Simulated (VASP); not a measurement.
All values below come from PBE GGA with D4 dispersion, VASP's PBE PAW potentials (set 64) (plane waves; VASP).

VASP ran on this input.

INCAR:
```
SYSTEM=KI
PREC=Accurate; ENCUT=520; LREAL=.FALSE.
LASPH=.TRUE.
EDIFF=1E-6; NELM=100; ALGO=Normal
LMAXMIX=4
ISMEAR=0; SIGMA=0.05
GGA=PE; IVDW=13
IBRION=2; NSW=60; ISIF=3
EDIFFG=-0.01
LWAVE=.FALSE.; LCHARG=.FALSE.
```

### KPOINTS
```
Automatic mesh
0
Gamma
6 6 6
0 0 0
```

### POSCAR
```
KI
1.0
  0.0000000000   3.5350000000   3.5350000000
  3.5350000000   0.0000000000   3.5350000000
  3.5350000000   3.5350000000   0.0000000000
K I
1 1
Cartesian
  0.0000000000   0.0000000000   0.0000000000
  3.5350000000   3.5350000000   3.5350000000
```

POTCAR, in this order: K_sv I (PBE.64 set). Program: vasp_std.

The resulting files:

OSZICAR:
```
       N       E                     dE             d eps       ncg     rms          rms(c)
DAV:   1     0.930014263468E+02    0.93001E+02   -0.66737E+03   384   0.114E+03
DAV:   2     0.139148426598E+00   -0.92862E+02   -0.88051E+02   476   0.251E+02
DAV:   3    -0.531872636615E+01   -0.54579E+01   -0.54388E+01   516   0.566E+01
DAV:   4    -0.563732472361E+01   -0.31860E+00   -0.31829E+00   692   0.110E+01
DAV:   5    -0.563812283918E+01   -0.79812E-03   -0.79809E-03   520   0.632E-01    0.304E+00
DAV:   6    -0.555516443390E+01    0.82958E-01   -0.12121E-01   480   0.220E+00    0.219E+00
DAV:   7    -0.555099978070E+01    0.41647E-02   -0.13382E-01   472   0.210E+00    0.806E-01
DAV:   8    -0.555635269041E+01   -0.53529E-02   -0.14844E-02   488   0.904E-01    0.109E-01
DAV:   9    -0.555680213016E+01   -0.44944E-03   -0.97752E-04   504   0.205E-01    0.675E-02
DAV:  10    -0.555701619651E+01   -0.21407E-03   -0.21619E-04   448   0.104E-01    0.216E-02
DAV:  11    -0.555703335318E+01   -0.17157E-04   -0.36338E-05   484   0.378E-02    0.120E-02
DAV:  12    -0.555703452453E+01   -0.11714E-05   -0.49478E-06   460   0.180E-02    0.118E-02
DAV:  13    -0.555703492980E+01   -0.40527E-06   -0.10302E-06   368   0.692E-03
   1 F= -.58626408E+01 E0= -.58626408E+01  d E =-.586264E+01
       N       E                     dE             d eps       ncg     rms          rms(c)
DAV:   1    -0.555702092358E+01    0.13601E-04   -0.26494E-02   464   0.154E+00    0.220E-01
DAV:   2    -0.555609421668E+01    0.92671E-03   -0.21199E-03   512   0.425E-01    0.890E-02
DAV:   3    -0.555581846556E+01    0.27575E-03   -0.83072E-04   676   0.227E-01    0.705E-02
DAV:   4    -0.555583109317E+01   -0.12628E-04   -0.22680E-05   600   0.357E-02    0.272E-02
DAV:   5    -0.555583574412E+01   -0.46509E-05   -0.27461E-05   696   0.299E-02    0.561E-03
DAV:   6    -0.555583606006E+01   -0.31594E-06   -0.22302E-07   300   0.475E-03
   2 F= -.58627760E+01 E0= -.58627760E+01  d E =-.135237E-03
       N       E                     dE             d eps       ncg     rms          rms(c)
DAV:   1    -0.555551218088E+01    0.32356E-03   -0.11740E-02   468   0.103E+00    0.146E-01
DAV:   2    -0.555510212455E+01    0.41006E-03   -0.94208E-04   512   0.284E-01    0.594E-02
DAV:   3    -0.555497948385E+01    0.12264E-03   -0.36583E-04   668   0.151E-01    0.472E-02
DAV:   4    -0.555498606246E+01   -0.65786E-05   -0.10043E-05   580   0.235E-02    0.183E-02
DAV:   5    -0.555498893673E+01   -0.28743E-05   -0.12447E-05   680   0.201E-02    0.373E-03
DAV:   6    -0.555498913668E+01   -0.19995E-06   -0.10219E-07   260   0.323E-03
   3 F= -.58628195E+01 E0= -.58628195E+01  d E =-.178709E-03
```

### OUTCAR
```
------------------------ aborting loop because EDIFF is reached ----------------------------------------
  Edisp (eV):   -0.30783
  FORCE on cell =-STRESS in cart. coord.  units (eV):
  Direction    XX          YY          ZZ          XY          YZ          ZX
  --------------------------------------------------------------------------------------
  Total      -0.00899    -0.00899    -0.00899    -0.00000     0.00000    -0.00000
  in kB      -0.16398    -0.16398    -0.16398    -0.00000     0.00000    -0.00000
  external pressure =       -0.16 kB  Pullay stress =        0.00 kB
  volume of cell :       87.83
      direct lattice vectors                 reciprocal lattice vectors
    -0.000000000  3.528006840  3.528006840    -0.141723081  0.141723081  0.141723081
     3.528006840  0.000000000  3.528006840     0.141723081 -0.141723081  0.141723081
     3.528006840  3.528006840 -0.000000000     0.141723081  0.141723081 -0.141723081
  FREE ENERGIE OF THE ION-ELECTRON SYSTEM (eV)
  ---------------------------------------------------
  free  energy   TOTEN  =        -5.8628194876 eV

  energy  without entropy=       -5.8628194876  energy(sigma->0) =       -5.86281949

 reached required accuracy - stopping structural energy minimisation
```
(Selected blocks of OUTCAR.)

### CONTCAR
```
KI
   1.00000000000000
    -0.0000000000000000    3.5280068404281950    3.5280068404281950
     3.5280068404281950    0.0000000000000000    3.5280068404281950
     3.5280068404281950    3.5280068404281950   -0.0000000000000000
  K               I
     1     1
Direct
     0.0000000000000000    0.0000000000000000    0.0000000000000000
     0.5000000000000000    0.5000000000000000    0.5000000000000000
```

The compound is KI in the rock salt structure. This run relaxes it. Symmetry was kept, so distortions that lower it aren't found.
